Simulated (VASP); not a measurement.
# MgO (Fm-3m) in VASP: G0W0 quasiparticle levels with PBE

Aim: the G0W0 quasiparticle levels of MgO with PBE.

Program: VASP 6.6.1. These are calculated values, not measurements. Logs are shortened: lines on timing, memory, paths and dates and some standing lists are left out, and cuts for length are marked.

### 1 Starting point

It takes space group Fm-3m (No. 225, cubic). The conventional cell has a = 4.217 Å, b = 4.217 Å, c = 4.217 Å, α = 90.00°, β = 90.00°, γ = 90.00°. Mg (site symmetry m-3m) has 6 O at 2.11 Å as nearest neighbours. O (site symmetry m-3m) is surrounded by 6 Mg at 2.11 Å.

### 2 G0W0 quasiparticle levels, PBE

File POSCAR:

```
MgO
1.0
    0.0000000000      2.1085000000      2.1085000000
    2.1085000000      0.0000000000      2.1085000000
    2.1085000000      2.1085000000      0.0000000000
Mg O
1 1
Direct
    0.0000000000      0.0000000000      0.0000000000
    0.5000000000      0.5000000000      0.5000000000
```

File INCAR.step1:

```
SYSTEM = MgO
ALGO = Normal
EDIFF = 1E-8
ENCUT = 420
GGA = PE
ISMEAR = 0
LASPH = .TRUE.
LCHARG = .FALSE.
LREAL = .FALSE.
LWAVE = .TRUE.
NELM = 60
PREC = Accurate
SIGMA = 0.01
```

File INCAR.step2:

```
SYSTEM = MgO
ALGO = Exact
EDIFF = 1E-8
ENCUT = 420
GGA = PE
ISMEAR = 0
ISTART = 1
LASPH = .TRUE.
LCHARG = .FALSE.
LOPTICS = .TRUE.
LREAL = .FALSE.
LWAVE = .TRUE.
NBANDS = 144
NELM = 1
PREC = Accurate
SIGMA = 0.01
```

File INCAR.step3:

```
SYSTEM = MgO
ALGO = EVGW0
EDIFF = 1E-8
ENCUT = 420
ENCUTGW = 200
GGA = PE
ISMEAR = 0
ISTART = 1
LASPH = .TRUE.
LCHARG = .FALSE.
LREAL = .FALSE.
LWAVE = .FALSE.
NBANDS = 144
NBANDSGW = 12
NELMGW = 1
NOMEGA = 60
PREC = Accurate
PRECFOCK = Fast
SIGMA = 0.01
```

File KPOINTS:

```
k-points
0
G
  6 6 6
  0 0 0
```

Potentials or basis: VASP PAW PBE potentials, release 64 (Mg_GW, O_GW).

Started as:

```console
$ cat potpaw_PBE.64/Mg_GW/POTCAR potpaw_PBE.64/O_GW/POTCAR > POTCAR
$ cp INCAR.step1 INCAR
$ mpirun -np 1 vasp_std > vasp.out
$ cp INCAR.step2 INCAR
$ mpirun -np 1 vasp_std > vasp.out
$ cp INCAR.step3 INCAR
$ mpirun -np 1 vasp_std > vasp.out
```

OUTCAR:

```text
SYSTEM = MgO
   EDIFF = 1E-8
   ENCUT = 420
   ENCUTGW = 200
   GGA = PE
   ISMEAR = 0
   ISTART = 1
   LASPH = .TRUE.
   LREAL = .FALSE.
   NELMGW = 1
   PREC = Accurate
   PRECFOCK = Fast

 ion  position               nearest neighbor table
   1  0.000  0.000  0.000-   2 2.11   2 2.11   2 2.11   2 2.11   2 2.11   2 2.11
   2  0.500  0.500  0.500-   1 2.11   1 2.11   1 2.11   1 2.11   1 2.11   1 2.11

  LATTYP: Found a face centered cubic cell.
 ALAT       =     4.2170000000

  Lattice vectors:

 A1 = (   0.0000000000,   2.1085000000,   2.1085000000)
 A2 = (   2.1085000000,   0.0000000000,   2.1085000000)
 A3 = (   2.1085000000,   2.1085000000,   0.0000000000)

Analysis of symmetry for initial positions (statically):
=====================================================================
 Subroutine PRICEL returns:
 Original cell was already a primitive cell.

 Routine SETGRP: Setting up the symmetry group for a
 face centered cubic supercell.

 Subroutine GETGRP returns: Found 48 space group operations
 (whereof 48 operations were pure point group operations)
 out of a pool of 48 trial point group operations.

The static configuration has the point symmetry O_h .

Analysis of symmetry for dynamics (positions and initial velocities):
=====================================================================
 Subroutine PRICEL returns:
 Original cell was already a primitive cell.

 Routine SETGRP: Setting up the symmetry group for a
 face centered cubic supercell.

 Subroutine GETGRP returns: Found 48 space group operations
 (whereof 48 operations were pure point group operations)
 out of a pool of 48 trial point group operations.

The dynamic configuration has the point symmetry O_h .

 Subroutine INISYM returns: Found 48 space group operations
 (whereof 48 operations are pure point group operations),
 and found     1 'primitive' translations

[... 81 lines left out ...]
   LSORBIT =      F    spin-orbit coupling
   LASPH  =      T    aspherical Exc in radial PAW
   ENCUT  =  420.0 eV  30.87 Ry    5.56 a.u.   4.98  4.98  4.98*2*pi/ulx,y,z
   NELM   =     60;   NELMIN=  2; NELMDL=  0     # of ELM steps
   EDIFF  = 0.1E-07   stopping-criterion for ELM
   LREAL  =      F    real-space projection
   EDIFFG = 0.1E-06   stopping-criterion for IOM
   NSW    =      0    number of steps for IOM
   IBRION =     -1    ionic relax: 0-MD 1-quasi-New 2-CG
   NFREE  =      0    steps in history (QN), initial steepest desc. (CG)
   ISIF   =      0    stress and relaxation
   ISYM   =      3    0-nonsym 1-usesym 2-fastsym
   POTIM  = 0.5000    time-step for ionic-motion
   TEBEG  =    0.0;   TEEND  =   0.0 temperature during run
   PSTRESS=    0.0 pullay stress
   NELECT =       8.0000    total number of electrons
   NUPDOWN=      -1.0000    fix difference up-down
   EMIN   =  10.00;   EMAX   =-10.00  energy-range for DOS
   EFERMI =   0.00;   METHOD = LEGACY
   ISMEAR =     0;   SIGMA  =   0.01  broadening in eV -4-tet -1-fermi 0-gaus
   EFERMI_NEDOS =   21; number of points for ismear=-14 and -15
   IALGO  =     38    algorithm
   IMIX   =      4    mixing-type and parameters
     AMIX     =   0.40;   BMIX     =  1.00
     AMIX_MAG =   1.60;   BMIX_MAG =  1.00
  volume/ion in A,a.u.               =       9.37        63.26
  Fermi-wavevector in a.u.,A,eV,Ry     =   1.232503  2.329092 20.668107  1.519063
  Thomas-Fermi vector in A             =   2.367270
   LORBIT       =      0    0 simple, 1 ext, 2 COOP (PROOUT), +10 PAW based schemes
   GGA     = PE    functional components
   LHFCALC =     T    Hartree Fock is set to
   PRECFOCK=fast      Normal, Fast or Accurate (Low or Medium for compatibility)
   ENCUT4O =  -1.0   cutoff for four orbital integrals eV
   NKREDX  =     1    reduce k-point grid by
   NKREDY  =     1    reduce k-point grid by
   NKREDZ  =     1    reduce k-point grid by
   AEXX    =    1.0000 exact exchange contribution
   HFSCREEN=    0.0000 screening length (either q_TF or 0.3 A-1)
   HFSCREENC=   0.0000 screening length for correlation (either q_TF or 0.3 A-1)
   ENCUTFOCK=  -1.0 apply spherical cutoff to Coloumb kernel
   IVDW    =     0    specifies the selected vdW correction
   LEPSILON=     F    determine dielectric tensor
   LRPA    =     F    only Hartree local field effects (RPA)
   LRPAFORCE           =     F    calculate RPA forces
   ENCUTGW             = 200.0    cutoff for response function in eV
   ENCUTGWSOFT         = 160.0    soft cutoff for Coulomb kernel in GW response function in eV
   ENCUTLF             =  -1.0    cutoff for local field effects
   NELMGW              =     1    number of iterations in solving QP/BSE equation
   NELMHF              =     1    number of iterations in the inner HF iteration
   NKREDLFX            =     1    NKREDLFY  =   1   NKREDLFZ  =   1
 non-spin polarized calculation
 Gauss-broadening in eV      SIGMA  =   0.01
  energy-cutoff  :      420.00
  volume of cell :       18.75
 maximum number of plane-waves:       375
  NGX = 12; NGY = 12; NGZ = 12
   NGX =  9   NGY =  9   NGZ =  9
 maximum number of plane-waves:       129

 QP shifts <psi_nk| G(iteration)W_0 |psi_nk>: iteration 1
 for sc-GW calculations column KS-energies equals QP-energies in previous step
 and V_xc(KS)=  KS-energies - (<T + V_ion + V_H > + <T+V_H+V_ion>^1  + <V_x>^1)

 k-point   1 :       0.0000    0.0000    0.0000
  band No.  KS-energies  QP-energies   sigma(KS)   V_xc(KS)     V^pw_x(r,r')   Z            occupation Imag(sigma)

      1     -14.0851     -16.2935     -21.3993     -18.1263     -29.9111       0.6747       2.0000       1.1043
      2       3.1713       1.7140     -21.5847     -19.7230     -25.2178       0.7828       2.0000       0.0668
      3       3.1713       1.7140     -21.5847     -19.7230     -25.2178       0.7828       2.0000       0.0668
      4       3.1713       1.7140     -21.5847     -19.7230     -25.2178       0.7828       2.0000       0.0668
      5       7.8520       9.0287     -10.7599     -12.1614      -7.4334       0.8396       0.0000      -0.0523
      6      18.9475      20.1340      -7.5961      -9.0268      -3.0716       0.8293       0.0000      -0.0914
      7      18.9475      20.1340      -7.5961      -9.0268      -3.0716       0.8293       0.0000      -0.0914
      8      18.9475      20.1340      -7.5961      -9.0268      -3.0716       0.8293       0.0000      -0.0914
      9      22.8529      23.2519      -7.3809      -7.9006      -1.6718       0.7676       0.0000      -0.4312
     10      24.6244      26.0735      -8.0767      -9.8413      -3.2407       0.8212       0.0000      -0.1588
     11      24.6244      26.0735      -8.0767      -9.8413      -3.2407       0.8212       0.0000      -0.1588
     12      27.1312      28.5713      -7.6541      -9.4691      -1.8706       0.7934       0.0000      -0.4505
[... 228 lines left out ...]
      1     -12.5155     -14.8474     -23.0703     -19.8469     -31.3801       0.7234       2.0000       1.0174
      2      -0.3833      -2.3103     -18.1406     -15.6218     -22.0813       0.7651       2.0000       0.0903
      3       0.9342      -0.8579     -19.2214     -16.9064     -23.0158       0.7742       2.0000       0.0776
      4       1.5000      -0.1956     -19.8574     -17.6692     -23.6354       0.7749       2.0000       0.0750
      5      13.6993      14.9304      -9.4643     -10.9494      -5.3762       0.8289       0.0000      -0.0653
      6      14.5232      16.0445      -8.8792     -10.7034      -4.7566       0.8339       0.0000      -0.0623
      7      15.6013      17.2605     -12.0966     -14.1848      -7.5461       0.7946       0.0000      -0.0833
      8      19.5631      21.0476      -9.2072     -11.0620      -4.1540       0.8004       0.0000      -0.1583
      9      23.2332      24.6676      -9.4541     -11.2949      -3.8020       0.7792       0.0000      -0.3026
     10      27.7244      28.8920      -8.0032      -9.4469      -2.3407       0.8087       0.0000      -0.5602
     11      29.2603      31.0613      -8.9691     -11.0999      -3.5597       0.8452       0.0000      -0.6174
     12      31.4368      33.2753      -9.6378     -11.7979      -3.7197       0.8511       0.0000      -0.8195
```

Run time: 2.5 min. Hardware: 1 thread of Intel Xeon Platinum 8559C (Emerald Rapids), shared host; peak memory 0.42 GiB.

Results:

- Band gap on the k mesh, mean-field level: 4.68 eV, direct
- Quasiparticle gap: 7.31 eV
- Least direct quasiparticle gap: 7.31 eV

Caveat: the k mesh is coarse (spacing up to 0.43 Å⁻¹), so the values aren't converged; bands, screening cutoff and mesh are small and nothing is extrapolated, so the quasiparticle values aren't converged.
